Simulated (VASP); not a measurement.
# TbCu2S2 (P-3m1) in VASP: reference runs, part 2 of 2

VASP 6.6.1.

**3. Single point, PBE, collinear spin, ferromagnetic start (atoms moved at random, drawn with an rms of 0.05 Å)**

Contents of INCAR:

```
SYSTEM = TbCu2S2
PREC     = Accurate       ! precision mode
ENCUT    = 520            ! plane-wave cutoff, eV
EDIFF    = 1E-7           ! SCF threshold, eV
ISMEAR   = -1             ! smearing method
SIGMA    = 0.05           ! smearing width, eV
LREAL    = .False.        ! projectors in reciprocal space
LASPH    = .True.         ! aspherical terms in the spheres
NELM     = 120            ! most SCF steps
ALGO     = Normal         ! electronic algorithm
ISIF     = 2              ! what is computed and relaxed
LWAVE    = .False.        ! write WAVECAR
LCHARG   = .True.         ! write CHGCAR
ISPIN    = 2              ! spin polarisation
MAGMOM   = 6 0.6 0.6 0 0  ! initial moments
LORBIT   = 11             ! projections on sites
LMAXMIX  = 6              ! l up to which the mixer works
GGA      = PE             ! functional
LELF     = .True.         ! ELF
LVHAR    = .True.       
NBANDS   = 38             ! bands
```

Contents of KPOINTS:

```
regular mesh
0
Gamma
  8 8 4
  0 0 0
```

Contents of POSCAR:

```
TbCu2S2
1.0
    3.9539534722      0.0000000000      0.0000000000
   -1.9769767361      3.4242241523      0.0000000000
    0.0000000000      0.0000000000      6.3718870000
Tb Cu S
1 2 2
Direct
   -0.0022460000      0.0119240000      0.0063850000
    0.3145640000      0.6319640000      0.3334550000
    0.6650900000      0.3294120000      0.6727220000
    0.3402210000      0.6665800000      0.7295380000
    0.6747490000      0.3420720000      0.2639390000
```

Potentials or basis: VASP PAW PBE potentials, release 64 (Tb, Cu, S).

On the command line:

```
> cat potpaw_PBE.64/Tb/POTCAR potpaw_PBE.64/Cu/POTCAR potpaw_PBE.64/S/POTCAR > POTCAR
> mpirun -np 1 vasp_std > vasp.out
```

OUTCAR:

```text
SYSTEM = TbCu2S2
   PREC = Accurate
   ENCUT = 520
   EDIFF = 1E-7
   ISMEAR = -1
   LREAL = .False.
   LASPH = .True.
   NELM = 120
   ISIF = 2
   ISPIN = 2
   LORBIT = 11
   GGA = PE

 ion  position               nearest neighbor table
   1  0.998  0.012  0.006-   5 2.77   5 2.82   5 2.84   4 2.85   4 2.86   4 2.94   2 2.98   3 3.08
[... 2210 lines left out ...]
    -1.976976736  3.424224152  0.000000000     0.000000000  0.292036957  0.000000000
     0.000000000  0.000000000  6.371887000     0.000000000  0.000000000  0.156939381

 POSITION                                       TOTAL-FORCE (eV/Angst)
 -----------------------------------------------------------------------------------
      3.92150      0.04083      0.04068         0.263443     -0.254804     -0.410770
     -0.00561      2.16399      2.12474         0.106940      0.456593      0.318919
      1.97850      1.12798      4.28651         0.067696      0.049439     -0.189705
      0.02740      2.28252      4.64853        -0.200465      0.098157      0.127299
      1.99166      1.17133      1.68179        -0.237613     -0.349385      0.154257
 -----------------------------------------------------------------------------------
    total drift:                               -0.000506      0.001470     -0.000029

  FREE ENERGIE OF THE ION-ELECTRON SYSTEM (eV)
  ---------------------------------------------------
  free  energy   TOTEN  =       -29.5653994189 eV

  energy  without entropy=      -29.5007185435  energy(sigma->0) =      -29.53305898

 total charge

# of ion       s       p       d       f       tot
--------------------------------------------------
    1        2.021   5.648   0.465   8.267  16.401
    2        0.376   0.360   9.265   0.000  10.001
    3        0.374   0.352   9.265   0.000   9.991
    4        1.308   2.404   0.000   0.000   3.712
    5        1.310   2.414   0.000   0.000   3.725
--------------------------------------------------
tot          5.389  11.178  18.995   8.267  43.829

 magnetization (x)

# of ion       s       p       d       f       tot
--------------------------------------------------
    1       -0.006  -0.055   0.026   5.507   5.473
    2       -0.007  -0.004  -0.009   0.000  -0.020
    3       -0.005  -0.003  -0.007   0.000  -0.015
    4       -0.002  -0.012   0.000   0.000  -0.014
    5       -0.003  -0.014   0.000   0.000  -0.017
--------------------------------------------------
tot         -0.023  -0.088   0.010   5.507   5.407
```

It took 58 min on 1 thread of Intel Xeon Platinum 8488C (Sapphire Rapids), shared host; peak memory 0.78 GiB.

Results:

- Free energy: -29.5654 eV
- Pressure: 1.9 GPa
- Largest force: 0.567 eV/Å
- Band gap on the k mesh: none (metal or under the smearing width)
- Net moment: 5.48 μB per cell
- Site moments: Tb +5.47; Cu -0.02, -0.01; S -0.01, -0.02 μB
- Valence electrons inside the program's atomic spheres: Tb 16.40; Cu 10.00, 9.99; S 3.71, 3.73

Forces on the atoms (eV/Å):
```
Tb   0.263 -0.255 -0.411
Cu   0.107  0.457  0.319
Cu   0.068  0.049 -0.190
S   -0.200  0.098  0.127
S   -0.238 -0.349  0.154
```

Levels at points of the mesh, in eV from the Fermi level:
Spin up:
| k point | band 25 | band 26 | band 27 | band 28 | band 29 | band 30 | band 31 | band 32 | band 33 | band 34 |
| --- | --- | --- | --- | --- | --- | --- | --- | --- | --- | --- |
| (0.00, 0.00, 0.00) | -2.20 | -2.15 | -1.71 | -1.25 | -1.24 | -0.27 | 0.42 | 0.92 | 1.03 | 1.14 |
| (0.50, 0.00, 0.00) | -3.37 | -3.28 | -3.09 | -2.92 | -2.69 | -0.25 | 2.29 | 2.67 | 3.47 | 3.54 |
| (0.00, 0.50, 0.00) | -3.41 | -3.25 | -3.01 | -2.98 | -2.61 | -0.28 | 2.22 | 2.72 | 3.46 | 3.56 |
| (0.50, 0.50, 0.00) | -3.37 | -3.28 | -3.09 | -2.94 | -2.71 | -0.26 | 2.27 | 2.70 | 3.48 | 3.55 |
| (0.00, 0.00, 0.50) | -2.17 | -2.02 | -2.02 | -1.61 | -1.53 | -0.20 | 0.98 | 1.06 | 1.18 | 2.00 |
| (0.50, 0.00, 0.50) | -3.45 | -3.40 | -3.10 | -2.37 | -1.92 | -0.52 | 1.47 | 1.85 | 2.89 | 3.20 |
| (0.00, 0.50, 0.50) | -3.44 | -3.33 | -3.18 | -2.27 | -1.81 | -0.60 | 1.42 | 1.83 | 2.98 | 3.16 |
| (0.50, 0.50, 0.50) | -3.45 | -3.41 | -3.10 | -2.37 | -1.90 | -0.56 | 1.48 | 1.83 | 2.85 | 3.18 |
Spin down:
| k point | band 20 | band 21 | band 22 | band 23 | band 24 | band 25 | band 26 | band 27 | band 28 | band 29 |
| --- | --- | --- | --- | --- | --- | --- | --- | --- | --- | --- |
| (0.00, 0.00, 0.00) | -2.02 | -1.50 | -1.46 | -0.33 | -0.23 | 0.18 | 0.19 | 0.56 | 0.68 | 0.75 |
| (0.50, 0.00, 0.00) | -3.26 | -3.02 | -2.68 | -0.12 | -0.06 | 0.07 | 0.08 | 0.55 | 0.65 | 0.71 |
| (0.00, 0.50, 0.00) | -3.16 | -3.05 | -2.60 | -0.15 | -0.07 | 0.07 | 0.08 | 0.54 | 0.65 | 0.70 |
| (0.50, 0.50, 0.00) | -3.24 | -3.03 | -2.70 | -0.14 | -0.05 | 0.08 | 0.08 | 0.55 | 0.65 | 0.71 |
| (0.00, 0.00, 0.50) | -1.99 | -1.74 | -1.73 | -0.30 | -0.02 | 0.11 | 0.12 | 0.68 | 0.77 | 0.77 |
| (0.50, 0.00, 0.50) | -3.10 | -2.50 | -2.12 | -0.35 | -0.10 | 0.08 | 0.10 | 0.57 | 0.60 | 0.70 |
| (0.00, 0.50, 0.50) | -3.19 | -2.39 | -2.01 | -0.43 | -0.10 | 0.08 | 0.09 | 0.56 | 0.58 | 0.69 |
| (0.50, 0.50, 0.50) | -3.11 | -2.50 | -2.10 | -0.38 | -0.10 | 0.08 | 0.10 | 0.57 | 0.60 | 0.70 |

Caveat: the magnetic or orbital state may not be the lowest; spin-orbit coupling is left out, which moves the levels of the heavy elements; without U or exact exchange the open f shell lies at the Fermi level, which spoils levels, moments and volumes.
